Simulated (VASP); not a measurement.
# SrHfAs2 with PBE + D3: from relaxation to properties, part 4 of 6

What structure does SrHfAs2 take at this level, and what are its properties? The cell is invented: it takes the structure of a Materials Project entry for SrHfN2 (space group 166 there), with some of its atoms replaced by other elements, volume scaled by an estimate. It may not be a known or stable phase.

VASP 6.6.1, plane waves and PAW; the level of theory is named at each step.

Still holding for the runs below: The k-mesh is coarse for a metal.

So far. Step 5 (Bands along the symmetry lines (PBE + D3)): There is no gap at this level. Step 6 (Total and projected DOS (PBE + D3)): The finer mesh and the other smearing move the Fermi level by +0.08 eV from the 7×7×7 run, one measure of the sampling error in the zero of the bands above. Of the states within 0.3 eV of the Fermi level, the largest shares in the PAW spheres are As p 21 %, Hf d 19 % and Sr d 5 %. The rest lies in smaller channels or between the spheres.

## 7. Bands along the symmetry lines (TB-mBJ)

This step: TB-mBJ; plane waves and PAW (Hf_pv, Sr_sv, As); invented cell (VASP 6.6.1).

Levels along the symmetry lines show where the bands peak and cross; KPOINTS_OPT computes them in the converged potential. TB-mBJ is a local potential fitted to gaps: it costs far less than a hybrid but gives no energy.

INCAR

```
SYSTEM = SrHfAs2
PREC = Accurate
ENCUT = 400
EDIFF = 1E-06
NELM = 150
ISMEAR = 0
SIGMA = 0.05
LREAL = .FALSE.
ALGO = Normal
METAGGA = MBJ
LASPH = .TRUE.
NBANDS = 29
LORBIT = 11
LWAVE = .FALSE.
LCHARG = .FALSE.
KPAR = 2
```

POSCAR

```
SrHfAs2
1.0
    1.9932022982      1.1507760240      7.0160841976
   -1.9932022982      1.1507760240      7.0160841976
    0.0000000000     -2.3015520480      7.0160841976
Hf Sr As
1 1 2
Direct
    0.5000000000      0.5000000000      0.5000000000
    0.0000000000      0.0000000000      0.0000000000
    0.2374279648      0.2374279648      0.2374279648
    0.7625720352      0.7625720352      0.7625720352
```

KPOINTS

```
Automatic mesh
0
Gamma
7 7 7
0 0 0
```

KPOINTS_OPT

```
Line mode
16
Line-mode
Reciprocal
  0.00000000   0.00000000   0.00000000 GAMMA
  0.50000000   0.00000000   0.00000000 L

  0.50000000   0.00000000   0.00000000 L
  0.50000000   0.18460164  -0.18460164 B1

  0.81539836   0.50000000   0.18460164 B
  0.50000000   0.50000000   0.50000000 Z

  0.50000000   0.50000000   0.50000000 Z
  0.00000000   0.00000000   0.00000000 GAMMA

  0.00000000   0.00000000   0.00000000 GAMMA
  0.34230082   0.00000000  -0.34230082 X

  0.65769918   0.34230082   0.00000000 Q
  0.50000000   0.50000000   0.00000000 F

  0.50000000   0.50000000   0.00000000 F
  0.65769918   0.65769918   0.18460164 P1

  0.65769918   0.65769918   0.18460164 P1
  0.50000000   0.50000000   0.50000000 Z

  0.50000000   0.00000000   0.00000000 L
  0.81539836   0.34230082   0.34230082 P
```

The projector-augmented-wave data sets are Hf_pv, Sr_sv and As (PBE family, release 64).

Launch:

```bash
mpirun -np 2 vasp_std
```

The program printed:

```text
[banner, memory and clock lines left out]
running    2 mpi-ranks, on    1 nodes
 distrk:  each k-point on    1 cores,    2 groups
 distr:  one band on    1 cores,    1 groups

 POSCAR found type information on POSCAR HfSrAs
 POSCAR found :  3 types and       4 ions
|                                                                             |
|               ----> ADVICE to this user running VASP <----                  |
|                                                                             |
|     You enforced a specific xc type in the INCAR file but a different       |
|     [... a line on the potential file left out ...]
|     I HOPE YOU KNOW WHAT YOU ARE DOING!                                     |
|                                                                             |

 LDA part: xc-table for (None), standard interpolation
 POSCAR, INCAR and KPOINTS ok, starting setup
 FFT: planning ... GRIDC
 FFT: planning ... GRID_SOFT
 FFT: planning ... GRID
 WAVECAR not read
 entering main loop
       N       E                     dE             d eps       ncg     rms          rms(c)
DAV:   1     0.127852202874E+04    0.12785E+04   -0.12011E+04  2568   0.766E+02
DAV:   2     0.115696845639E+04   -0.12155E+03   -0.11545E+03  3172   0.194E+02
DAV:   3     0.115072923564E+04   -0.62392E+01   -0.61546E+01  3852   0.325E+01
DAV:   4     0.115054667782E+04   -0.18256E+00   -0.18164E+00  3605   0.436E+00
DAV:   5     0.115054519944E+04   -0.14784E-02   -0.14782E-02  3358   0.416E-01    0.533E+01
DAV:   6     0.115044238822E+04   -0.10281E+00   -0.13626E+01  4314   0.168E+01    0.311E+01
DAV:   7     0.115384109712E+04    0.33987E+01   -0.43262E+00  2963   0.973E+00    0.119E+01
DAV:   8     0.115397490656E+04    0.13381E+00   -0.17182E+00  2813   0.573E+00    0.551E+00
DAV:   9     0.115450534953E+04    0.53044E+00   -0.42119E-01  2963   0.285E+00    0.294E+00
DAV:  10     0.115449991551E+04   -0.54340E-02   -0.29315E-01  2990   0.224E+00    0.837E-01
DAV:  11     0.115447076900E+04   -0.29147E-01   -0.12944E-01  3037   0.141E+00    0.811E-01
DAV:  12     0.115446539046E+04   -0.53785E-02   -0.46104E-02  3019   0.842E-01    0.372E-01
DAV:  13     0.115443443202E+04   -0.30958E-01   -0.19571E-02  3049   0.538E-01    0.356E-01
DAV:  14     0.115446411102E+04    0.29679E-01   -0.52265E-03  2962   0.278E-01    0.757E-02
DAV:  15     0.115446140857E+04   -0.27024E-02   -0.11441E-03  3040   0.133E-01    0.841E-02
DAV:  16     0.115445787531E+04   -0.35333E-02   -0.25315E-04  3167   0.614E-02    0.417E-02
DAV:  17     0.115445642841E+04   -0.14469E-02   -0.59134E-05  3089   0.294E-02    0.575E-02
DAV:  18     0.115445890030E+04    0.24719E-02   -0.10152E-05  3020   0.143E-02    0.775E-02
DAV:  19     0.115445434330E+04   -0.45570E-02   -0.85123E-05  3229   0.386E-02    0.165E-02
DAV:  20     0.115445247784E+04   -0.18655E-02   -0.38237E-05  2960   0.243E-02    0.162E-02
DAV:  21     0.115445114825E+04   -0.13296E-02   -0.92505E-06  2916   0.119E-02    0.155E-02
DAV:  22     0.115445102466E+04   -0.12359E-03   -0.40543E-06  2956   0.841E-03    0.757E-03
DAV:  23     0.115445082472E+04   -0.19994E-03   -0.26494E-06  2814   0.741E-03    0.587E-03
DAV:  24     0.115445098747E+04    0.16275E-03   -0.25730E-06  2819   0.623E-03    0.198E-03
DAV:  25     0.115445135403E+04    0.36656E-03   -0.63865E-07  2178   0.339E-03    0.277E-03
DAV:  26     0.115445135490E+04    0.87468E-06   -0.75693E-08  1536   0.120E-03
   1 F= 0.11544514E+04 E0= 0.11544515E+04  d E =-.232710E-03
 Start KPOINTS_OPT (optional k-point list driver)
k-point batch [1-44\144]
       N       E                     dE             ncg
DAV:   1    -0.774646177733E+04   -0.36333E+05     2584
DAV:   2    -0.131837366995E+05   -0.54373E+04     3145
DAV:   3    -0.134456105400E+05   -0.26187E+03     3841
DAV:   4    -0.134531576186E+05   -0.75471E+01     3682
DAV:   5    -0.134532151818E+05   -0.57563E-01     3503
DAV:   6    -0.134532157436E+05   -0.56181E-03     3585
DAV:   7    -0.134532157506E+05   -0.69332E-05     2933
DAV:   8    -0.134532157507E+05   -0.15263E-06     2418
[...]
k-point batch [133-144\144]
       N       E                     dE             ncg
DAV:   1     0.182167167553E+05   -0.11583E+05      704
DAV:   2     0.167442146809E+05   -0.14725E+04      854
DAV:   3     0.166740409716E+05   -0.70174E+02     1027
DAV:   4     0.166720379876E+05   -0.20030E+01      977
DAV:   5     0.166720195043E+05   -0.18483E-01      998
DAV:   6     0.166720193642E+05   -0.14008E-03      970
DAV:   7     0.166720193630E+05   -0.11965E-05      768
DAV:   8     0.166720193629E+05   -0.46362E-07      697
```

It took 12 min on 2 MPI ranks of AMD EPYC 7R43, shared host; peak memory 0.82 GiB.

Parts of OUTCAR (step 7):

```text
   NELECT =      30.0000    total number of electrons

 E-fermi :   4.3565

 k-point     1 :       0.0000    0.0000    0.0000
  band No.  band energies     occupation
    ...
      9      -5.4763      2.00000
     10      -0.2422      2.00000
     11       1.8453      2.00000
     12       1.8453      2.00000
     13       4.3385      1.38929
     14       4.7167      0.00000
     15       4.7167      0.00000
     16       5.5358      0.00000
     17       5.5773      0.00000
     18       5.5773      0.00000
    ...

  Total       14.4208393     14.4208428     13.5877681      0.0000000      0.0000000      0.0000000
  in kB      239.2835765    239.2836350    225.4605080      0.0000000      0.0000000      0.0000000
  external PRESSURE =     234.6759065 kB  Pullay stress =       0.0000000 kB

 POSITION                                       TOTAL-FORCE (eV/Angst)
 -----------------------------------------------------------------------------------
      0.00000      0.00000     10.52413        -0.000000      0.000000     -0.000000
      0.00000      0.00000      0.00000         0.000000      0.000000     -0.000000
      0.00000      0.00000      4.99744         0.000000     -0.000000      0.179365
      0.00000      0.00000     16.05081         0.000000      0.000000     -0.179365
 -----------------------------------------------------------------------------------
    total drift:                                0.000000      0.000000     -0.000000

  FREE ENERGIE OF THE ION-ELECTRON SYSTEM (eV)
  ---------------------------------------------------
  free  energy   TOTEN  =      1154.4513549024 eV

  energy  without entropy=     1154.4515876128  energy(sigma->0) =     1154.45147126

[... 8 parts as in an earlier step ...]

[... 9 further parts left out ...]
```

This functional is a potential without an energy, so its energies, forces and stress mean nothing and are not read. The PAW data sets were made with PBE, which is usual practice but a small mismatch for other functionals.

This step gave:

```
SCF cycles           : 26
irreducible k-points : 44
Fermi energy         : 4.356 eV
```

Electronic bands along the path, in eV, zero at the Fermi level; # counts the bands kept, so #1 is VASP's band 10:

```
          point     #3     #4     #5     #6     #7    #8    #9   #10
              Γ  -2.51  -0.02   0.36   0.36   1.18  1.22  1.22  2.72
0.47 of the way  -2.41  -2.30  -0.88  -0.81   0.95  2.36  2.43  3.13
              L  -2.31  -2.23  -2.15  -1.44   0.81  2.31  2.78  2.84
0.53 of the way  -2.69  -2.41  -2.06  -2.05   1.74  2.49  2.76  3.15
             B1  -3.18  -2.27  -2.08  -2.08   1.51  2.45  2.72  3.97
      jump to B  -3.18  -2.27  -2.08  -2.08   1.51  2.45  2.72  3.97
0.53 of the way  -2.27  -2.06  -1.43  -1.05   1.28  1.58  2.92  3.24
              Z  -2.36  -2.06  -0.32  -0.32   1.36  1.36  1.85  2.75
0.53 of the way  -2.45  -0.97   0.02   0.02   1.28  1.28  1.61  3.11
              Γ  -2.51  -0.02   0.36   0.36   1.18  1.22  1.22  2.72
0.47 of the way  -2.80  -2.28  -1.59  -1.04   1.52  2.36  2.65  3.21
              X  -3.19  -2.27  -2.14  -2.05   1.53  2.58  2.64  3.93
      jump to Q  -3.19  -2.27  -2.14  -2.05   1.53  2.58  2.64  3.93
0.47 of the way  -2.71  -2.35  -2.09  -1.55   0.77  2.65  2.71  3.79
              F  -2.58  -2.38  -1.15  -1.05  -0.16  2.61  2.71  3.52
0.53 of the way  -2.56  -2.37  -1.21  -1.07  -0.09  2.63  2.72  3.43
             P1  -2.54  -2.34  -1.35  -1.11   0.05  2.67  2.72  3.26
0.47 of the way  -2.28  -2.16  -1.01  -0.92   0.50  2.40  2.67  3.29
              Z  -2.36  -2.06  -0.32  -0.32   1.36  1.36  1.85  2.75
      jump to L  -2.31  -2.23  -2.15  -1.44   0.81  2.31  2.78  2.84
0.47 of the way  -2.44  -2.22  -1.92  -1.33   0.56  2.60  2.78  2.81
              P  -2.54  -2.34  -1.35  -1.11   0.05  2.67  2.72  3.26
```

Of the projections kept (Hf, Sr, As), the largest for each band there; the rest of the weight can lie on other orbitals:

```
point       #3       #4       #5       #6       #7       #8       #9      #10
    Γ  Hf 0.49  As 0.92  As 0.90  As 0.90  Hf 0.73  Hf 0.91  Hf 0.91  Sr 0.48
    L  As 0.55  As 0.69  As 0.50  As 0.72  Hf 0.82  Sr 0.77  Hf 0.96  Hf 0.99
   B1  As 0.57  As 0.65  As 0.59  As 0.61  Hf 0.84  Hf 0.77  Hf 0.87  Hf 0.68
    B  As 0.57  As 0.65  As 0.59  As 0.61  Hf 0.84  Hf 0.77  Hf 0.87  Hf 0.68
    Z  Hf 0.53  As 0.76  As 0.78  As 0.78  Hf 0.95  Hf 0.95  Hf 0.82  Sr 0.64
    Γ  Hf 0.49  As 0.92  As 0.90  As 0.90  Hf 0.73  Hf 0.91  Hf 0.91  Sr 0.48
```

There is no gap at this level.

## 8. Volume scan with PBE + D3

This step: PBE with D3; plane waves and PAW (Hf_pv, Sr_sv, As); invented cell (VASP 6.6.1).

An equation of state needs energies on both sides of the minimum, all on one mesh and cutoff.

INCAR

```
SYSTEM = SrHfAs2
PREC = Accurate
ENCUT = 400
EDIFF = 1E-06
NELM = 100
ISMEAR = 0
SIGMA = 0.05
LREAL = .FALSE.
ALGO = Normal
GGA = PE
IVDW = 11
NBANDS = 21
LORBIT = 11
LWAVE = .FALSE.
LCHARG = .FALSE.
KPAR = 2
ISIF = 2
```

POSCAR

```
SrHfAs2
1.0
    1.9525132832      1.1272842074      6.8728586175
   -1.9525132832      1.1272842074      6.8728586175
    0.0000000000     -2.2545684147      6.8728586175
Hf Sr As
1 1 2
Direct
    0.5000000000      0.5000000000      0.5000000000
    0.0000000000      0.0000000000      0.0000000000
    0.2374279648      0.2374279648      0.2374279648
    0.7625720352      0.7625720352      0.7625720352
```

KPOINTS is that of step 7.

Launch:

```bash
mpirun -np 2 vasp_std
```

The program printed:

```text
[... set-up lines as in an earlier step ...]
 entering main loop
       N       E                     dE             d eps       ncg     rms          rms(c)
DAV:   1     0.112466577755E+03    0.11247E+03   -0.12834E+04  1856   0.107E+03
DAV:   2    -0.200016521225E+02   -0.13247E+03   -0.12650E+03  2297   0.239E+02
DAV:   3    -0.267373822231E+02   -0.67357E+01   -0.66384E+01  2844   0.423E+01
DAV:   4    -0.268972021070E+02   -0.15982E+00   -0.15957E+00  2587   0.565E+00
DAV:   5    -0.269003160166E+02   -0.31139E-02   -0.31134E-02  2623   0.721E-01    0.492E+01
DAV:   6    -0.251694877994E+02    0.17308E+01   -0.48718E+00  2152   0.886E+00    0.326E+01
DAV:   7    -0.251674104479E+02    0.20774E-02   -0.11755E+00  2203   0.545E+00    0.707E+00
DAV:   8    -0.251399760540E+02    0.27434E-01   -0.12934E-01  2146   0.172E+00    0.969E-01
DAV:   9    -0.251378695983E+02    0.21065E-02   -0.20691E-02  2308   0.695E-01    0.481E-01
DAV:  10    -0.251380060246E+02   -0.13643E-03   -0.17963E-03  2204   0.214E-01    0.246E-01
DAV:  11    -0.251379845577E+02    0.21467E-04   -0.16819E-04  2416   0.666E-02    0.473E-02
DAV:  12    -0.251379813642E+02    0.31935E-05   -0.33108E-05  2234   0.268E-02    0.139E-02
DAV:  13    -0.251379818952E+02   -0.53101E-06   -0.48784E-06  2281   0.124E-02
   1 F= -.26358951E+02 E0= -.26358394E+02  d E =-.111406E-02
```

Run time: 2.1 min. Hardware: 2 MPI ranks; peak memory 0.67 GiB; 4.1 min of CPU time.

From OUTCAR (step 8):

```text
   ENCUT  =  400.0 eV  29.40 Ry    5.42 a.u.  11.80 11.80 11.80*2*pi/ulx,y,z

   NELECT =      30.0000    total number of electrons

 E-fermi :   4.5578

 k-point     1 :       0.0000    0.0000    0.0000
  band No.  band energies     occupation
    ...
      8      -7.1565      2.00000
      9      -5.0879      2.00000
     10      -0.1802      2.00000
     11       2.1796      2.00000
     12       2.1796      2.00000
     13       4.9687      0.00000
     14       5.3639      0.00000
     15       5.3639      0.00000
     16       5.5788      0.00000
     17       5.7184      0.00000
    ...

 Edisp (eV)   -1.22097

  Total       2.96730     2.96730     3.18580    -0.00000     0.00000     0.00000
  in kB      52.37892    52.37893    56.23583    -0.00000     0.00000     0.00000
  external pressure =       53.66 kB  Pullay stress =        0.00 kB

 POSITION                                       TOTAL-FORCE (eV/Angst)
 -----------------------------------------------------------------------------------
      0.00000      0.00000     10.30929         0.000000     -0.000000      0.000000
      0.00000      0.00000      0.00000         0.000000     -0.000000      0.000000
      0.00000      0.00000      4.89543         0.000000      0.000000      0.278771
      0.00000      0.00000     15.72315         0.000000     -0.000000     -0.278771
 -----------------------------------------------------------------------------------
    total drift:                                0.000000      0.000000     -0.000000

  FREE ENERGIE OF THE ION-ELECTRON SYSTEM (eV)
  ---------------------------------------------------
  free  energy   TOTEN  =       -26.3589511616 eV

  energy  without entropy=      -26.3578371063  energy(sigma->0) =      -26.35839413

[... 3 parts as in an earlier step ...]

[... 13 further parts left out ...]
```

The scan keeps the cell's shape and the fractional positions fixed.

This step gave:

```yaml
scf_cycles: 13
bands: 21
free_energy_toten: -26.36 eV
energy_at_zero_smearing: -26.36 eV
fermi_energy: 4.558 eV
pressure: 5.366 GPa
```

Force by atom:

```
atom  x (eV/Å)  y (eV/Å)  z (eV/Å)   size
 Hf1     0.000     0.000     0.000  0.000
 Sr2     0.000     0.000     0.000  0.000
 As3     0.000     0.000     0.279  0.279
 As4     0.000     0.000    -0.279  0.279
```

The pressure here is 5.37 GPa.

## 9. Volume scan with PBE + D3 (run 2)

INCAR is that of step 8.

POSCAR

```
SrHfAs2
1.0
    1.9662638298      1.1352230901      6.9212606251
   -1.9662638298      1.1352230901      6.9212606251
    0.0000000000     -2.2704461802      6.9212606251
Hf Sr As
1 1 2
Direct
    0.5000000000      0.5000000000      0.5000000000
    0.0000000000      0.0000000000      0.0000000000
    0.2374279648      0.2374279648      0.2374279648
    0.7625720352      0.7625720352      0.7625720352
```

KPOINTS is that of step 8.

Launch:

```bash
mpirun -np 2 vasp_std
```

The program printed:

```text
[... set-up lines as in an earlier step ...]
 entering main loop
       N       E                     dE             d eps       ncg     rms          rms(c)
DAV:   1     0.110702403449E+03    0.11070E+03   -0.12966E+04  1872   0.107E+03
DAV:   2    -0.199301206567E+02   -0.13063E+03   -0.12466E+03  2249   0.239E+02
DAV:   3    -0.268387420796E+02   -0.69086E+01   -0.67865E+01  2823   0.425E+01
DAV:   4    -0.270341034656E+02   -0.19536E+00   -0.19499E+00  2638   0.611E+00
DAV:   5    -0.270370343350E+02   -0.29309E-02   -0.29302E-02  2589   0.724E-01    0.475E+01
DAV:   6    -0.252477085736E+02    0.17893E+01   -0.50830E+00  2154   0.892E+00    0.317E+01
DAV:   7    -0.252487304118E+02   -0.10218E-02   -0.12132E+00  2238   0.547E+00    0.728E+00
DAV:   8    -0.252221662054E+02    0.26564E-01   -0.13570E-01  2141   0.175E+00    0.919E-01
DAV:   9    -0.252198310565E+02    0.23351E-02   -0.23314E-02  2277   0.724E-01    0.459E-01
DAV:  10    -0.252199431362E+02   -0.11208E-03   -0.20852E-03  2186   0.232E-01    0.238E-01
DAV:  11    -0.252199234155E+02    0.19721E-04   -0.18855E-04  2484   0.714E-02    0.517E-02
DAV:  12    -0.252199178359E+02    0.55796E-05   -0.54597E-05  2213   0.325E-02    0.154E-02
DAV:  13    -0.252199183291E+02   -0.49324E-06   -0.68314E-06  2278   0.143E-02
   1 F= -.26412218E+02 E0= -.26411792E+02  d E =-.851619E-03
```

Elapsed: 2.2 min, on 2 MPI ranks; peak memory 0.7 GiB.

OUTCAR, selected parts (step 9):

```text
   ENCUT  =  400.0 eV  29.40 Ry    5.42 a.u.  11.88 11.88 11.88*2*pi/ulx,y,z

   NELECT =      30.0000    total number of electrons

 E-fermi :   4.4186

 k-point     1 :       0.0000    0.0000    0.0000
  band No.  band energies     occupation
    ...
      8      -7.2087      2.00000
      9      -5.2331      2.00000
     10      -0.2611      2.00000
     11       2.0784      2.00000
     12       2.0784      2.00000
     13       4.7884      0.00000
     14       5.1790      0.00000
     15       5.1790      0.00000
     16       5.4320      0.00000
     17       5.5633      0.00000
    ...

 Edisp (eV)   -1.19230

  Total       1.91552     1.91552     2.07217     0.00000    -0.00000     0.00000
  in kB      33.10831    33.10832    35.81600     0.00000    -0.00000     0.00000
  external pressure =       34.01 kB  Pullay stress =        0.00 kB

 POSITION                                       TOTAL-FORCE (eV/Angst)
 -----------------------------------------------------------------------------------
      0.00000      0.00000     10.38189         0.000000     -0.000000     -0.000000
      0.00000      0.00000      0.00000         0.000000     -0.000000     -0.000000
      0.00000      0.00000      4.92990         0.000000     -0.000000      0.178959
      0.00000      0.00000     15.83388         0.000000      0.000000     -0.178959
 -----------------------------------------------------------------------------------
    total drift:                                0.000000      0.000000     -0.000000

  FREE ENERGIE OF THE ION-ELECTRON SYSTEM (eV)
  ---------------------------------------------------
  free  energy   TOTEN  =       -26.4122179775 eV

  energy  without entropy=      -26.4113663589  energy(sigma->0) =      -26.41179217

[... 3 parts as in an earlier step ...]

[... 13 further parts left out ...]
```

This step gave:

```yaml
free_energy_toten: -26.41 eV
energy_at_zero_smearing: -26.41 eV
fermi_energy: 4.419 eV
pressure: 3.401 GPa
```

Force by atom:

```
atom  x (eV/Å)  y (eV/Å)  z (eV/Å)   size
 Hf1     0.000     0.000     0.000  0.000
 Sr2     0.000     0.000     0.000  0.000
 As3     0.000     0.000     0.179  0.179
 As4     0.000     0.000    -0.179  0.179
```

The pressure falls from 5.37 to 3.40 GPa.

The run ends at a pressure of 3.40 GPa, with forces up to 0.18 eV/Å.

(Continued in part 5 of 6.)

[Lines on the potential files, build, host, timing and source positions are cut from VASP's logs without a mark.]

[Logs are printed without paths, hosts, clocks, repeated set-up lines and the standing remarks that a program may print on its own settings, such as how far it seeks lower states.]

[Hosts, paths, dates, database ids (printed as entryN), source tags and the programs' standing remarks are cut or masked in the printed files.]

[A measured line is paired with the nearest computed mode of its activity, which favours agreement.]
